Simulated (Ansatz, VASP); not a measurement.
## P3S5 (random packing of P38S62) in two plane-wave programs

One calculation is typed for both programs; each brings its own data sets. How far apart do they land? The cell is taken from a series of runs on this material, whose earlier steps may have relaxed, scaled, displaced or heated it; both programs get it as it stands.

Main program and level: Ansatz 0.2.0; plane waves, with VASP 6.6.1 beside it; PBE.

## 1. The structure

The cell holds 64 atoms: 24 P and 40 S. Its edges and angles: a = 11.721 Å, b = 11.721 Å, c = 11.721 Å, α = 90.0°, β = 90.0°, γ = 90.0°. As first built, before any earlier steps moved the atoms or strained the cell (in the runner's words): 64 atoms (24 P, 40 S) packed at random in a cube at 2.09 g/cm^3 and pushed apart as soft spheres; a start for melting by ab initio MD, not an equilibrated structure. Then every atom was moved at random, 0.02 A r.m.s. a Cartesian component (hydrogen 0.6 of that).

## 2. VASP: single point, PBE

A single point takes one fixed geometry, so differences don't come from the geometry; what else differs is listed under the comparison.

Lines of VASP's logs that name or quote its potential files are left out, and so is its time.

File INCAR:

```
SYSTEM = P3S5
PREC = Accurate
ENCUT = 500
EDIFF = 1E-06
NELM = 120
ISMEAR = -1
SIGMA = 0.05
LREAL = Auto
ALGO = Normal
GGA = PE
NBANDS = 224
LORBIT = 11
LWAVE = .FALSE.
LCHARG = .FALSE.
ISIF = 2
LASPH = .TRUE.
GGA_COMPAT = .FALSE.
NCORE = 2
```

File POSCAR:

```
P3S5
1.0
   11.7211000000      0.0000000000      0.0000000000
    0.0000000000     11.7211000000      0.0000000000
    0.0000000000      0.0000000000     11.7211000000
P S
24 40
Direct
    0.7629200000      0.7589700000      0.4434300000
    0.3309800000      0.2042700000      0.3264300000
    0.0005200000      0.1437400000      0.7580400000
    0.0782200000      0.4211200000      0.9690700000
    0.7030200000      0.5493200000      0.9798000000
    0.4639900000      0.5631600000      0.2108800000
    0.7515900000      0.6844600000      0.2425900000
    0.6281500000      0.2017200000      0.9884000000
    0.9940300000      0.2093700000      0.9987000000
    0.8454600000      0.5675700000      0.7656700000
    0.5243000000      0.0184900000      0.3990200000
    0.9344100000      0.9035000000      0.4140100000
    0.3317100000      0.4641000000      0.8376000000
    0.6355100000      0.9404200000      0.9709000000
    0.6809800000      0.3289500000      0.1597600000
    0.8194400000      0.9283600000      0.2462100000
    0.4015700000      0.8525500000      0.5005700000
    0.1601900000      0.1629400000      0.6115800000
    0.5065900000      0.7516700000      0.9329600000
    0.3394700000      0.9256700000      0.7658200000
    0.2165100000      0.7467700000      0.4443500000
    0.2150600000      0.3581800000      0.5257600000
    0.1258200000      0.5059800000      0.2100200000
    0.1774400000      0.9703800000      0.3656400000
    0.6385500000      0.1859700000      0.5112900000
    0.5092500000      0.5431300000      0.9000700000
    0.1500200000      0.4226400000      0.7158500000
    0.6521000000      0.6274900000      0.5787700000
    0.0068700000      0.2855400000      0.2886800000
    0.3835900000      0.0117300000      0.1734300000
    0.9024900000      0.9642600000      0.8437600000
    0.1465000000      0.1914500000      0.1553400000
    0.5172400000      0.7571500000      0.2204800000
    0.4113100000      0.2087400000      0.5344800000
    0.9891500000      0.9275100000      0.6110200000
    0.9761500000      0.6258600000      0.4502200000
    0.6506900000      0.3990500000      0.7451100000
    0.2451400000      0.6520300000      0.7261900000
    0.8384300000      0.3810200000      0.6393200000
    0.5180600000      0.0486500000      0.6033400000
    0.2915400000      0.3980000000      0.0474800000
    0.7509000000      0.7651300000      0.6792800000
    0.6896700000      0.9388900000      0.4973000000
    0.9577000000      0.2377300000      0.5402500000
    0.0568700000      0.7108000000      0.8506400000
    0.2988900000      0.8142100000      0.2728700000
    0.1757800000      0.9260400000      0.9553400000
    0.8657900000      0.3289800000      0.8563600000
    0.7964000000      0.0658600000      0.0781600000
    0.5567800000      0.8933600000      0.7633400000
    0.2998200000      0.4371900000      0.2951900000
    0.3797000000      0.5420600000      0.6229400000
    0.1574000000      0.9636300000      0.1577100000
    0.6593200000      0.0896100000      0.7836500000
    0.4845900000      0.3203300000      0.0676200000
    0.1882900000      0.6169400000      0.9999900000
    0.8064900000      0.4441900000      0.3441500000
    0.0394600000      0.7836100000      0.1727600000
    0.3272300000      0.2724300000      0.8952200000
    0.1649500000      0.5307500000      0.4355100000
    0.4725300000      0.0533900000      0.8989000000
    0.8572900000      0.0938400000      0.3890900000
    0.4711400000      0.4065500000      0.4959300000
    0.9054300000      0.6585100000      0.0167500000
```

File KPOINTS:

```
Automatic mesh
0
Gamma
1 1 1
0 0 0
```

The projector-augmented-wave data sets are P and S (PBE family, release 64).

Run with:

```sh
$ mpirun -np 8 vasp_gam
```

Numbers of over 12 decimals in the logs are rounded to 6 here.

What it wrote:

```text
[banner, memory and clock lines left out]
running    8 mpi-ranks, on    1 nodes
[...]
LDA part: xc-table for (Slater+PW92), standard interpolation
 POSCAR, INCAR and KPOINTS ok, starting setup
[...]
entering main loop
       N       E                     dE             d eps       ncg     rms          rms(c)
DAV:   1     0.274602402976E+04    0.27460E+04   -0.16429E+05   448   0.140E+03
DAV:   2     0.937198945829E+02   -0.26523E+04   -0.25470E+04   592   0.254E+02
DAV:   3    -0.215941202644E+03   -0.30966E+03   -0.29676E+03   528   0.892E+01
DAV:   4    -0.235778913441E+03   -0.19838E+02   -0.18975E+02   688   0.213E+01
[...]
DAV:  22    -0.230947535385E+03   -0.15117E-05   -0.39771E-06   392   0.385E-03    0.505E-03
DAV:  23    -0.230947536465E+03   -0.10805E-05   -0.15711E-06   272   0.260E-03    0.257E-03
DAV:  24    -0.230947536783E+03   -0.31799E-06   -0.42819E-07   272   0.138E-03
   1 F= -.23094754E+03 E0= -.23073484E+03  d E =-.425393E+00
```

OUTCAR, selected parts (step 2):

```text
  Total      -77.6915247    -94.6931239    -94.6734831    -13.9032421     -1.1948951     -4.6370407
  in kB      -77.2999322    -94.2158375    -94.1962956    -13.8331649     -1.1888724     -4.6136684
  external PRESSURE =     -88.5706885 kB  Pullay stress =       0.0000000 kB

 POSITION                                       TOTAL-FORCE (eV/Angst)
 -----------------------------------------------------------------------------------
      8.94226      8.89596      5.19749        -0.203846     -0.399227      0.154319
      3.87945      2.39427      3.82612        -0.006147     -0.652262     -0.397637
      0.00609      1.68479      8.88506        -0.752537     -0.615959      0.423940
      0.91682      4.93599     11.35857         0.415522     -0.096127      1.101805
      8.24017      6.43863     11.48433         0.615646      0.461305     -0.526340
      5.43847      6.60085      2.47175         0.615597      1.568782      0.037918
      8.80946      8.02262      2.84342        -0.604443      0.724521      1.021555
      7.36261      2.36438     11.58514        -0.360409      0.778090      1.379237
     11.65113      2.45405     11.70586         0.602349      0.960905     -0.851310
      9.90972      6.65254      8.97449        -1.106042      0.089497      0.441361
      6.14537      0.21672      4.67695         0.239433     -1.135730      2.098616
     10.95231     10.59001      4.85265         0.426575      1.390130      1.237839
      3.88801      5.43976      9.81759        -0.854304     -0.716406     -0.802604
      7.44888     11.02276     11.38002        -0.692136      1.245982     -1.585167
[...]
-----------------------------------------------------------------------------------
    total drift:                                0.016247     -0.004321     -0.020362

  FREE ENERGIE OF THE ION-ELECTRON SYSTEM (eV)
  ---------------------------------------------------
  free  energy   TOTEN  =      -230.9475367835 eV

  energy  without entropy=     -230.5221435517  energy(sigma->0) =     -230.73484017

[... 2 further parts left out ...]
```

The run ends at a pressure of -8.86 GPa, with forces up to 3.2 eV/Å.

(Continued in part 2 of 2.)

[Lines on the potential files, build, host, timing and source positions are cut from VASP's logs without a mark.]

[Logs are printed without paths, hosts, clocks, repeated set-up lines and the standing remarks that a program may print on its own settings, such as how far it seeks lower states.]

[Hosts, paths, dates, database ids (printed as entryN), source tags and the programs' standing remarks are cut or masked in the printed files.]
